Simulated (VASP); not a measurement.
Computed with r2SCAN meta-GGA, VASP's PBE PAW potentials (set 64) (plane waves; VASP 6.6.1). Each cell was relaxed at this level, without spin-orbit coupling.

Problem. Which of these comes out without a gap?
A) AuZn, Pm-3m (221)
B) PbO, P4/nmm (129)
C) BN, F-43m (216)
D) SiO2, P3_221 (154)

Solution. A, AuZn, Pm-3m (221). The others have gaps of 4.98 eV (BN, F-43m (216)), 6.58 eV (SiO2, P3_221 (154)), 1.77 eV (PbO, P4/nmm (129)).
